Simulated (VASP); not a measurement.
# Cl on Cu(100): which site?, part 5 of 7

Which site of Cu(100) does Cl prefer, and what does it do to the work function?

VASP 6.6.1, plane waves and PAW; the level of theory is named at each step.

So far. Step 6 (Relaxing the atoms): Energy at zero smearing: -3.82358 eV. Step 7 (Relaxing the adsorbate, site ontop): The run ended after 17 ionic steps, 0.446 eV below its first step, once the forces on the free atoms met EDIFFG = -0.03.

## 8. Potential and states with the adsorbate, site ontop

Level of this step: PBEsol, no spin polarisation; plane waves and PAW (Cu, Cl) (VASP).

A static run like the clean slab's shows how the vacuum level shifts, by charge transfer, by any dipole of the adsorbate and by the slab's own rearrangement.

INCAR reads:

```
SYSTEM = Cu16Cl
PREC = Normal
ENCUT = 330
EDIFF = 1E-06
NELM = 120
ISMEAR = 1
SIGMA = 0.15
LREAL = Auto
ALGO = Fast
GGA = PS
NBANDS = 113
LASPH = .TRUE.
LORBIT = 11
LWAVE = .FALSE.
LCHARG = .FALSE.
KPAR = 2
NCORE = 2
IDIPOL = 3
LDIPOL = .TRUE.
DIPOL = 0.5 0.5 0.514
LVHAR = .TRUE.
LVACPOTAV = .TRUE.
NEDOS = 1500
```

POSCAR reads:

```
Cu16Cl
1.0
    5.0400546950      0.0000000000      0.0000000000
    0.0000000000      5.0400546950      0.0000000000
    0.0000000000      0.0000000000     20.3457852786
Cu Cl
16 1
Selective dynamics
Direct
    0.2500000000      0.2500000000      0.3686267200  F F F
    0.7500000000      0.2500000000      0.3686267200  F F F
    0.2500000000      0.7500000000      0.3686267200  F F F
    0.7500000000      0.7500000000      0.3686267200  F F F
    0.0000000000      0.0000000000      0.4562089100  F F F
    0.5000000000      0.0000000000      0.4562089100  F F F
    0.0000000000      0.5000000000      0.4562089100  F F F
    0.5000000000      0.5000000000      0.4562089100  F F F
    0.2486009157      0.2486009157      0.5451958661  T T T
    0.7513990843      0.2486009157      0.5451958661  T T T
    0.2486009157      0.7513990843      0.5451958661  T T T
    0.7513990843      0.7513990843      0.5451958661  T T T
    0.0000000000      0.0000000000      0.6331833715  T T T
    0.5000000000      0.0000000000      0.6325604562  T T T
    0.0000000000      0.5000000000      0.6325604562  T T T
    0.5000000000      0.5000000000      0.6282872875  T T T
    0.0000000000      0.0000000000      0.7374611268  T T T
```

KPOINTS reads:

```
Automatic mesh
0
Gamma
5 5 1
0 0 0
```

The projector-augmented-wave data sets are Cu and Cl (PBE family, release 64).

Started as:

```sh
$ mpirun -np 4 vasp_std
```

Log:

```text
[... set-up lines as in an earlier step ...]
 entering main loop
       N       E                     dE             d eps       ncg     rms          rms(c)
DAV:   1     0.156831788772E+04    0.15683E+04   -0.59610E+04  1356   0.149E+03
DAV:   2     0.134287240284E+03   -0.14340E+04   -0.13838E+04  1356   0.384E+02
DAV:   3    -0.639876193352E+02   -0.19827E+03   -0.18306E+03  1497   0.189E+02
DAV:   4    -0.822519273201E+02   -0.18264E+02   -0.17618E+02  1960   0.611E+01
DAV:   5    -0.827048910219E+02   -0.45296E+00   -0.45217E+00  1696   0.108E+01    0.326E+01
RMM:   6    -0.741057702057E+02    0.85991E+01   -0.18223E+02  1499   0.103E+02    0.186E+01
RMM:   7    -0.669121523866E+02    0.71936E+01   -0.38977E+01  1417   0.517E+01    0.352E+00
RMM:   8    -0.674788114140E+02   -0.56666E+00   -0.26923E+00  1543   0.826E+00    0.535E+00
RMM:   9    -0.667681377951E+02    0.71067E+00   -0.11296E+00  1499   0.648E+00    0.124E+00
RMM:  10    -0.667851781622E+02   -0.17040E-01   -0.42379E-01  1684   0.307E+00    0.755E-01
RMM:  11    -0.667827555611E+02    0.24226E-02   -0.92126E-02  1560   0.165E+00    0.569E-01
RMM:  12    -0.667813288282E+02    0.14267E-02   -0.34124E-02  1513   0.111E+00    0.375E-01
RMM:  13    -0.667797514522E+02    0.15774E-02   -0.19409E-02  1669   0.674E-01    0.182E-01
RMM:  14    -0.667797695732E+02   -0.18121E-04   -0.59431E-03  1583   0.416E-01    0.142E-01
RMM:  15    -0.667798408159E+02   -0.71243E-04   -0.30301E-03  1836   0.226E-01    0.950E-02
RMM:  16    -0.667795926377E+02    0.24818E-03   -0.77276E-04  1606   0.120E-01    0.710E-02
RMM:  17    -0.667795996535E+02   -0.70158E-05   -0.34654E-04  1544   0.112E-01    0.561E-02
RMM:  18    -0.667796844555E+02   -0.84802E-04   -0.18887E-04  1807   0.599E-02    0.469E-02
RMM:  19    -0.667799279543E+02   -0.24350E-03   -0.97982E-05  1655   0.346E-02    0.333E-02
RMM:  20    -0.667801989453E+02   -0.27099E-03   -0.12625E-04  1735   0.474E-02    0.211E-02
RMM:  21    -0.667802564365E+02   -0.57491E-04   -0.21790E-05  1579   0.208E-02    0.152E-02
RMM:  22    -0.667803846845E+02   -0.12825E-03   -0.25503E-05  1638   0.200E-02    0.106E-02
RMM:  23    -0.667804486406E+02   -0.63956E-04   -0.16635E-05  1549   0.156E-02    0.764E-03
RMM:  24    -0.667804589462E+02   -0.10306E-04   -0.39036E-06  1196   0.104E-02    0.448E-03
RMM:  25    -0.667804689622E+02   -0.10016E-04   -0.23959E-06  1026   0.721E-03    0.347E-03
RMM:  26    -0.667804741511E+02   -0.51888E-05   -0.23279E-06   992   0.922E-03    0.183E-03
RMM:  27    -0.667804756486E+02   -0.14975E-05   -0.70776E-07   899   0.461E-03    0.127E-03
RMM:  28    -0.667804776134E+02   -0.19648E-05   -0.24285E-07   886   0.261E-03    0.986E-04
RMM:  29    -0.667804786046E+02   -0.99126E-06   -0.18655E-07   864   0.301E-03
 [... a notice as in an earlier step ...]

   1 F= -.66780479E+02 E0= -.66775996E+02  d E =-.134486E-01
 [... a notice as in an earlier step ...]
```

It took 28 s on 4 MPI ranks of Intel Xeon 6975P-C (Granite Rapids), shared host; peak memory 0.79 GiB.

Parts of OUTCAR (step 8):

```text
   NELECT =     183.0000    total number of electrons

 dipolmoment           0.000000      0.000000      0.204542 electrons x Angstroem

 E-fermi :  -0.2562

 k-point     1 :       0.0000    0.0000    0.0000
  band No.  band energies     occupation
    ...
     89      -0.5657      2.01297
     90      -0.5474      2.01926
     91      -0.5474      2.01926
     92      -0.2792      1.25560
     93      -0.2752      1.21248
     94      -0.1167     -0.03261
     95      -0.0007     -0.03676
     96      -0.0007     -0.03676
     97       1.3922     -0.00000
     98       2.2850     -0.00000
    ...

  Total       -6.2602743     -6.2602743     -1.5269947      0.0000000     -0.0000000      0.0000000
  in kB      -19.4070260    -19.4070260     -4.7337265      0.0000000     -0.0000000      0.0000000
  external PRESSURE =     -14.5159261 kB  Pullay stress =       0.0000000 kB

 POSITION                                       TOTAL-FORCE (eV/Angst)
 -----------------------------------------------------------------------------------
      1.26001      1.26001      7.50000         0.017839      0.017839      0.193034
      3.78004      1.26001      7.50000        -0.017839      0.017839      0.193034
      1.26001      3.78004      7.50000         0.017839     -0.017839      0.193034
      3.78004      3.78004      7.50000        -0.017839     -0.017839      0.193034
      0.00000      0.00000      9.28193         0.000000     -0.000000     -0.233588
      2.52003      0.00000      9.28193         0.000000     -0.000000     -0.197227
      0.00000      2.52003      9.28193         0.000000     -0.000000     -0.197227
      2.52003      2.52003      9.28193         0.000000     -0.000000     -0.198854
      1.25296      1.25296     11.09244         0.001617      0.001617      0.007919
      3.78709      1.25296     11.09244        -0.001617      0.001617      0.007919
      1.25296      3.78709     11.09244         0.001617     -0.001617      0.007919
      3.78709      3.78709     11.09244        -0.001617     -0.001617      0.007919
      0.00000      0.00000     12.88261         0.000000     -0.000000     -0.030768
      2.52003      0.00000     12.86994         0.000000     -0.000000      0.021663
      0.00000      2.52003     12.86994         0.000000     -0.000000      0.021663
      2.52003      2.52003     12.78300         0.000000     -0.000000     -0.001852
      0.00000      0.00000     15.00423         0.000000     -0.000000      0.012375
 -----------------------------------------------------------------------------------
    total drift:                                0.000000      0.000000     -0.236463

  FREE ENERGIE OF THE ION-ELECTRON SYSTEM (eV)
  ---------------------------------------------------
  free  energy   TOTEN  =       -66.7804786046 eV

  energy  without entropy=      -66.7670300412  energy(sigma->0) =      -66.77599575

[... 8 parts as in an earlier step ...]

[... 9 further parts left out ...]
```

Numbers from this step:

- electronic cycles: 29
- Fermi energy: -0.2562 eV
- dipole moment: 0, 0, 0.2045 e·Å
- work functions of the upper and lower face: 6.068, 4.610 eV

The planar average of the electrostatic potential oscillates, so the rows of the table below give means over windows of 1.81 Å about each position, cut where the curve ends. Its maxima inside the range that stand out by 2 % of the span (Å: eV): 8.4: -1.69, 10.2: -1.41, 12.0: -1.97, 14.1: 3.01. Its minima: 7.5: -12.7, 9.3: -13.0, 11.1: -13.0, 12.9: -12.8, 14.9: -0.677.

Zero at the Fermi level. Planar average of the electrostatic potential against height; means over each step:

height (Å), planar average of the electrostatic potential (eV) and a bar from the least value:
```
     0.91        4.8 ###########################
     2.71        4.6 ###########################
     4.52        4.6 ###########################
     6.33        0.5 ##################
     8.14       -7.8 #
     9.95       -7.7 #
    11.76       -8.1 
    13.57       -3.8 #########
    15.38        2.3 ######################
    17.20        6.0 ##############################
    19.00        6.1 ##############################
```

Density of states in the PAW spheres, an atom over height of the layer and energy from the Fermi level.

Ten even steps from '_' (0.00 states/eV) to '@' (4.91 states/eV), each cell a mean:
```
____________
____________
____________
____________
..____..::..
@@****@@@@::
@@**++@@%%..
%%++++##**__
**++****++..
==****----..
--========::
::====::--::
..====..::..
__::::......
__....______
____________
____________
____________
____________
____________
____________
____________
```
Columns: height of the layer (Å) from 7.5 to 15 (not evenly spaced); rows upwards: energy from the Fermi level (eV) from -7.9 to 0.5.

Force by atom:

| atom | x (eV/Å) | y (eV/Å) | z (eV/Å) | size |
| --- | --- | --- | --- | --- |
| Cu1 | 0.018 | 0.018 | 0.193 | 0.195 |
| Cu2 | -0.018 | 0.018 | 0.193 | 0.195 |
| Cu3 | 0.018 | -0.018 | 0.193 | 0.195 |
| Cu4 | -0.018 | -0.018 | 0.193 | 0.195 |
| Cu5 | 0.000 | 0.000 | -0.234 | 0.234 |
| Cu6 | 0.000 | 0.000 | -0.197 | 0.197 |
| Cu7 | 0.000 | 0.000 | -0.197 | 0.197 |
| Cu8 | 0.000 | 0.000 | -0.199 | 0.199 |
| Cu9 | 0.002 | 0.002 | 0.008 | 0.008 |
| Cu10 | -0.002 | 0.002 | 0.008 | 0.008 |
| Cu11 | 0.002 | -0.002 | 0.008 | 0.008 |
| Cu12 | -0.002 | -0.002 | 0.008 | 0.008 |
| Cu13 | 0.000 | 0.000 | -0.031 | 0.031 |
| Cu14 | 0.000 | 0.000 | 0.022 | 0.022 |
| Cu15 | 0.000 | 0.000 | 0.022 | 0.022 |
| Cu16 | 0.000 | 0.000 | -0.002 | 0.002 |
| Cl17 | 0.000 | 0.000 | 0.012 | 0.012 |

The map of layer states is cut here 0.5 eV above the Fermi level, so it leaves out the states above that.

At the end the adsorbate's closest contact with the slab is Cl-Cu at 2.12 Å, nearly straight above the slab's atom, and its lowest atom lies 2.12 Å above the highest atom of the slab.

VASP counts the dipole in electrons times Å, so a positive number points the physical dipole along −c.

The program warns that it found no field-free vacuum at its default tolerance, so these levels carry more doubt.

On this mesh the fine structure of the density of states is sampling noise, and high empty states may be cut by the number of bands.

## 9. Relaxing the adsorbate, site hollow

INCAR reads:

```
SYSTEM = Cu16Cl
PREC = Normal
ENCUT = 330
EDIFF = 1E-05
NELM = 120
ISMEAR = 1
SIGMA = 0.15
LREAL = Auto
ALGO = Fast
GGA = PS
NBANDS = 113
LASPH = .TRUE.
LORBIT = 11
LWAVE = .FALSE.
LCHARG = .FALSE.
KPAR = 2
NCORE = 2
IBRION = 2
NSW = 50
ISIF = 2
EDIFFG = -0.03
POTIM = 0.4
MAXMIX = 40
IDIPOL = 3
LDIPOL = .TRUE.
DIPOL = 0.5 0.5 0.511
```

POSCAR reads:

```
Cu16Cl
1.0
    5.0400546950      0.0000000000      0.0000000000
    0.0000000000      5.0400546950      0.0000000000
    0.0000000000      0.0000000000     20.3457852786
Cu Cl
16 1
Selective dynamics
Direct
    0.2500000000      0.2500000000      0.3686267200  F F F
    0.7500000000      0.2500000000      0.3686267200  F F F
    0.2500000000      0.7500000000      0.3686267200  F F F
    0.7500000000      0.7500000000      0.3686267200  F F F
    0.0000000000      0.0000000000      0.4562089100  F F F
    0.5000000000      0.0000000000      0.4562089100  F F F
    0.0000000000      0.5000000000      0.4562089100  F F F
    0.5000000000      0.5000000000      0.4562089100  F F F
    0.2500000000      0.2500000000      0.5450946900  T T T
    0.7500000000      0.2500000000      0.5450946900  T T T
    0.2500000000      0.7500000000      0.5450946900  T T T
    0.7500000000      0.7500000000      0.5450946900  T T T
    0.0000000000      0.0000000000      0.6307197000  T T T
    0.5000000000      0.0000000000      0.6307197000  T T T
    0.0000000000      0.5000000000      0.6307197000  T T T
    0.5000000000      0.5000000000      0.6307197000  T T T
    0.2500000000      0.2500000000      0.6872424700  T T T
```

KPOINTS is that of step 8.

Started as:

```sh
$ mpirun -np 4 vasp_std
```

Log:

```text
[... set-up lines as in an earlier step ...]
 entering main loop
       N       E                     dE             d eps       ncg     rms          rms(c)
DAV:   1     0.158884596348E+04    0.15888E+04   -0.59845E+04  1356   0.149E+03
DAV:   2     0.140745817885E+03   -0.14481E+04   -0.13953E+04  1356   0.387E+02
DAV:   3    -0.648273927187E+02   -0.20557E+03   -0.19267E+03  1521   0.192E+02
DAV:   4    -0.812801009935E+02   -0.16453E+02   -0.15918E+02  1872   0.624E+01
[...]
RMM:  24    -0.663680576855E+02   -0.25333E-04   -0.34462E-06   798   0.118E-02    0.222E-03
RMM:  25    -0.663680845429E+02   -0.26857E-04   -0.27845E-06   800   0.985E-03    0.232E-03
RMM:  26    -0.663680887405E+02   -0.41975E-05   -0.13895E-06   795   0.792E-03
   1 F= -.66368089E+02 E0= -.66365677E+02  d E =-.663681E+02
[... from here on, the cycles between the ionic steps are left out ...]
   2 F= -.67085541E+02 E0= -.67082118E+02  d E =-.717452E+00
   3 F= -.67132980E+02 E0= -.67128676E+02  d E =-.764891E+00
   4 F= -.67220002E+02 E0= -.67215238E+02  d E =-.870222E-01
   5 F= -.67287620E+02 E0= -.67282584E+02  d E =-.154641E+00
   6 F= -.67287967E+02 E0= -.67282950E+02  d E =-.154988E+00
   7 F= -.67308975E+02 E0= -.67304164E+02  d E =-.210073E-01
   8 F= -.67317532E+02 E0= -.67313226E+02  d E =-.295646E-01
   9 F= -.67317614E+02 E0= -.67313267E+02  d E =-.296462E-01
  10 F= -.67321265E+02 E0= -.67316824E+02  d E =-.365125E-02
  11 F= -.67324472E+02 E0= -.67319865E+02  d E =-.685793E-02
  12 F= -.67327863E+02 E0= -.67323086E+02  d E =-.339124E-02
  13 F= -.67330227E+02 E0= -.67325137E+02  d E =-.575532E-02
  14 F= -.67332170E+02 E0= -.67326894E+02  d E =-.194296E-02
  15 F= -.67332329E+02 E0= -.67326923E+02  d E =-.210195E-02
  16 F= -.67332391E+02 E0= -.67327023E+02  d E =-.216373E-02
  17 F= -.67332364E+02 E0= -.67326986E+02  d E =-.213698E-02
  18 F= -.67332374E+02 E0= -.67327004E+02  d E =-.214738E-02
  19 F= -.67332851E+02 E0= -.67327563E+02  d E =-.476431E-03
 trial-energy change:   -0.000476  1 .order   -0.000371   -0.000698   -0.000045
 step:   2.0392(harm=  2.1071)  dis= 0.00247  next Energy=   -67.332852 (dE=-0.477E-03)
 reached required accuracy - stopping structural energy minimisation
```

It took 3.3 min on 4 MPI ranks; peak memory 0.86 GiB; 12 min of CPU time.

OUTCAR, selected parts (step 9):

```text
  Total       -5.9616527     -5.9616527     -1.8185245      0.0000000      0.0000000      0.0000000
  in kB      -18.4812906    -18.4812906     -5.6374770      0.0000000      0.0000000      0.0000000
  external PRESSURE =     -14.2000194 kB  Pullay stress =       0.0000000 kB

 POSITION                                       TOTAL-FORCE (eV/Angst)
 -----------------------------------------------------------------------------------
      1.26001      1.26001      7.50000         0.000000      0.000000      0.197007
      3.78004      1.26001      7.50000         0.000000     -0.000000      0.147780
      1.26001      3.78004      7.50000         0.000000      0.000000      0.147780
      3.78004      3.78004      7.50000        -0.000000     -0.000000      0.173719
      0.00000      0.00000      9.28193        -0.072966     -0.072966     -0.172673
      2.52003      0.00000      9.28193         0.072966     -0.072966     -0.172673
      0.00000      2.52003      9.28193        -0.072966      0.072966     -0.172673
      2.52003      2.52003      9.28193         0.072966      0.072966     -0.172673
      1.26001      1.26001     11.05416         0.000000     -0.000000      0.005802
      3.78004      1.26001     11.08607         0.000000      0.000000     -0.001616
      1.26001      3.78004     11.08607         0.000000      0.000000     -0.001616
      3.78004      3.78004     11.14870         0.000000      0.000000      0.004173
      5.03017      5.03017     12.86277         0.001789      0.001789     -0.002831
      2.52991      5.03017     12.86277        -0.001789      0.001789     -0.002831
[...]
-----------------------------------------------------------------------------------
    total drift:                                0.000000      0.000000     -0.054326

  FREE ENERGIE OF THE ION-ELECTRON SYSTEM (eV)
  ---------------------------------------------------
  free  energy   TOTEN  =       -67.3328507706 eV

  energy  without entropy=      -67.3169889102  energy(sigma->0) =      -67.32756348

[... 3 parts as in an earlier step ...]

[... 1 further part left out ...]
[key lines of the parts left out:]
E-fermi :   0.1110
```

Step by step:

| step | energy less that of the first step (eV) | largest force (eV/Å) |
| --- | --- | --- |
| 1 | 0.0000 | 4.2112 |
| 2 | -0.7175 | 1.5885 |
| 3 | -0.7649 | 0.8623 |
| 4 | -0.8519 | 0.6673 |
| 5 | -0.9195 | 0.4946 |
| 6 | -0.9199 | 0.5339 |
| 7 | -0.9409 | 0.3148 |
| 8 | -0.9494 | 0.1369 |
| 9 | -0.9495 | 0.1268 |
| 10 | -0.9532 | 0.0945 |
| 11 | -0.9564 | 0.1036 |
| 12 | -0.9598 | 0.0743 |
| 13 | -0.9621 | 0.1096 |
| 14 | -0.9641 | 0.0667 |
| 15 | -0.9642 | 0.0447 |
| 16 | -0.9643 | 0.0451 |
| 17 | -0.9643 | 0.0452 |
| 18 | -0.9643 | 0.0456 |
| 19 | -0.9648 | 0.0290 |

The atoms that moved most (Å):

| atom | dx | dy | dz | length |
| --- | --- | --- | --- | --- |
| Cl17 | 0.000 | 0.000 | 0.511 | 0.511 |
| Cu12 | 0.000 | 0.000 | 0.058 | 0.058 |
| Cu9 | 0.000 | 0.000 | -0.036 | 0.036 |
| Cu13 | -0.010 | -0.010 | 0.030 | 0.033 |
| Cu16 | 0.010 | 0.010 | 0.030 | 0.033 |
| Cu15 | -0.010 | 0.010 | 0.030 | 0.033 |
| Cu14 | 0.010 | -0.010 | 0.030 | 0.033 |

The relaxed structure:

```xyz
17
Lattice="5.0401 0.0000 0.0000 0.0000 5.0401 0.0000 0.0000 0.0000 20.3458" Properties=species:S:1:pos:R:3
Cu    1.2600    1.2600    7.5000
Cu    3.7800    1.2600    7.5000
Cu    1.2600    3.7800    7.5000
Cu    3.7800    3.7800    7.5000
Cu    0.0000    0.0000    9.2819
Cu    2.5200    0.0000    9.2819
Cu    0.0000    2.5200    9.2819
Cu    2.5200    2.5200    9.2819
Cu    1.2600    1.2600   11.0542
Cu    3.7800    1.2600   11.0861
Cu    1.2600    3.7800   11.0861
Cu    3.7800    3.7800   11.1487
Cu   -0.0099   -0.0099   12.8628
Cu    2.5299   -0.0099   12.8628
Cu   -0.0099    2.5299   12.8628
Cu    2.5299    2.5299   12.8628
Cl    1.2600    1.2600   14.4936
```

The run ended after 19 ionic steps, 0.965 eV below its first step, once the forces on the free atoms met EDIFFG = -0.03.

(Part 5 of 7 ends here.)

[Lines on the potential files, build, host, timing and source positions are cut from VASP's logs without a mark.]

[Logs are printed without paths, hosts, clocks, repeated set-up lines and the standing remarks that a program may print on its own settings, such as how far it seeks lower states.]

[Hosts, paths, dates, database ids (printed as entryN), source tags and the programs' standing remarks are cut or masked in the printed files.]

[Runs that stopped without an error message from VASP are left out.]
